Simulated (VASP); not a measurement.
Level of theory: PBE GGA with D3 dispersion (Becke-Johnson damping), VASP's PBE PAW potentials (set 64) (plane waves; VASP 6.6.1).

VASP ran on this input.

**KPOINTS**
```
k-points along high-symmetry lines
15
Line-mode
Reciprocal
  0.000000   0.000000   0.000000 ! GAMMA
  0.500000   0.000000   0.500000 ! X

  0.500000   0.000000   0.500000 ! X
  0.625000   0.250000   0.625000 ! U

  0.375000   0.375000   0.750000 ! K
  0.000000   0.000000   0.000000 ! GAMMA

  0.000000   0.000000   0.000000 ! GAMMA
  0.500000   0.500000   0.500000 ! L

  0.500000   0.500000   0.500000 ! L
  0.500000   0.250000   0.750000 ! W

  0.500000   0.250000   0.750000 ! W
  0.500000   0.000000   0.500000 ! X
```

**POSCAR**
```
KI
7.0147270
  0.0000000000   0.4999999648   0.4999999648
  0.4999999648   0.0000000000   0.4999999648
  0.4999999648   0.4999999648   0.0000000000
K I
1 1
Direct
  0.0000000000   0.0000000000   0.0000000000
  0.5000000000   0.5000000000   0.5000000000
```

### INCAR
```
LWAVE = .FALSE.
ALGO = Normal   # blocked Davidson
NELM = 100
GGA = PE
EDIFF = 1E-7   # SCF stop (eV)
LORBIT = 11
IVDW = 12   # D3, Becke-Johnson
ICHARG = 11   # fixed density
LCHARG = .FALSE.
ENCUT = 520
LMAXMIX = 4   # l cut-off of mixed one-centre charges
LASPH = .TRUE.   # aspherical one-centre terms
SYSTEM = KI
SIGMA = 0.05
ISMEAR = 0   # Gaussian
PREC = Accurate
LREAL = .FALSE.   # projection in real space or not
```

POTCAR, in this order: K_sv I (PBE.64 set). Program: vasp_std. Read from the step before: CHGCAR.

Output of the run:

OSZICAR:
```
       N       E                     dE             d eps       ncg     rms          rms(c)
DAV:   1     0.940434441562E+02    0.94043E+02   -0.66529E+03  2160   0.113E+03
DAV:   2     0.111785841374E+01   -0.92926E+02   -0.86776E+02  2592   0.250E+02
DAV:   3    -0.481637244316E+01   -0.59342E+01   -0.58976E+01  2772   0.577E+01
DAV:   4    -0.513907496024E+01   -0.32270E+00   -0.32238E+00  4012   0.115E+01
DAV:   5    -0.514056039493E+01   -0.14854E-02   -0.14854E-02  2756   0.832E-01
DAV:   6    -0.514060087455E+01   -0.40480E-04   -0.40479E-04  3160   0.105E-01
DAV:   7    -0.514060167005E+01   -0.79550E-06   -0.79552E-06  3284   0.158E-02
DAV:   8    -0.514060168629E+01   -0.16244E-07   -0.16240E-07  2636   0.208E-03
   1 F= -.56052201E+01 E0= -.56052201E+01  d E =-.312445E-11
```

### OUTCAR
```
 val. band max:       -0.3014090097   @ k =   0.0000   0.0000   0.0000

 cond. band min:       3.7126421375   @ k =   0.0000   0.0000   0.0000



 k-point     1 :       0.0000    0.0000    0.0000
  band No.  band energies     occupation
      1     -28.7660      2.00000
      2     -12.2565      2.00000
      3     -12.2565      2.00000
      4     -12.2565      2.00000
      5     -10.8366      2.00000
      6      -0.3014      2.00000
      7      -0.3014      2.00000
      8      -0.3014      2.00000
      9       3.7126      0.00000
     10       6.1856      0.00000
     11       6.1856      0.00000
     12       6.1856      0.00000

 k-point     2 :       0.0357    0.0000    0.0357
  band No.  band energies     occupation
      1     -28.7660      2.00000
      2     -12.2594      2.00000
      3     -12.2567      2.00000
      4     -12.2567      2.00000
      5     -10.8312      2.00000
      6      -0.3349      2.00000
      7      -0.3075      2.00000
      8      -0.3075      2.00000
      9       3.7598      0.00000
     10       6.1488      0.00000
     11       6.2177      0.00000
     12       6.2177      0.00000

 k-point     3 :       0.0714    0.0000    0.0714
  band No.  band energies     occupation
      1     -28.7659      2.00000
      2     -12.2673      2.00000
      3     -12.2575      2.00000
      4     -12.2575      2.00000
      5     -10.8155      2.00000
      6      -0.4276      2.00000
      7      -0.3252      2.00000
      8      -0.3252      2.00000
      9       3.8923      0.00000
     10       6.0465      0.00000
     11       6.3130      0.00000
     12       6.3130      0.00000

 k-point     4 :       0.1071    0.0000    0.1071
  band No.  band energies     occupation
      1     -28.7657      2.00000
      2     -12.2789      2.00000
      3     -12.2587      2.00000
      4     -12.2587      2.00000
      5     -10.7923      2.00000
      6      -0.5608      2.00000
      7      -0.3530      2.00000
...
```

The density is held fixed in this step, so its total energy and stress have no physical meaning. Unless said otherwise, spin-orbit coupling is left out, though it shifts the bands of the heavy elements here.

The compound is KI in the rock salt structure. It was relaxed first.
